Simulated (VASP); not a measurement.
A convergence study with VASP on Li₂Se (antifluorite): one setting is varied, all else stays as given below, so the limit is that of these other settings. Each run relaxes cell and ions from the cell shown. The basis is that of the starting cell, so low cut-offs carry a Pulay error.

```
Li2Se
1.0
    0.00000     3.00000     3.00000
    3.00000     0.00000     3.00000
    3.00000     3.00000     0.00000
Li Se
2 1
Cartesian
  1.50000   1.50000   1.50000
  4.50000   4.50000   4.50000
  0.00000   0.00000   0.00000
```

The numbers are results of PBE GGA, VASP's PBE PAW potentials (set 64) (plane waves; VASP), not measurements. The tightest run used: 800 eV cut-off, 5×5×5 Γ-centred mesh, Gaussian smearing of 0.050 eV, potentials Li_sv Se.

Gaps are read on the run's mesh, which can miss a band edge.

| setting | relaxed volume (Å³/atom) | E (eV/atom) | gap on the mesh (eV) | plane waves |
|---|---|---|---|---|
| ENCUT = 250 | 16.294 | -4.8257 | 3.047 | 531 |
| ENCUT = 300 | 16.080 | -4.0832 | 3.087 | 647 |
| ENCUT = 350 | 16.597 | -3.8111 | 3.151 | 821 |
| ENCUT = 400 | 17.280 | -3.7327 | 3.196 | 990 |
| ENCUT = 450 | 17.791 | -3.7139 | 3.221 | 1211 |

**Question.** These are the cheaper rows. Estimate the results at ENCUT = 800, and how far the last row shown lies from them.

**Answer.** 
```csv
quantity,tightest run,last row shown is off by
relaxed volume (Å³/atom),18.025,-0.234
E (eV/atom),-3.7096,-0.0043
gap on the mesh (eV),3.232,-0.011
```

Left out are rungs that failed or repeat a setting and relaxations that didn't move; long series are thinned to 24 rows.

The compound is Li2Se in the antifluorite structure.
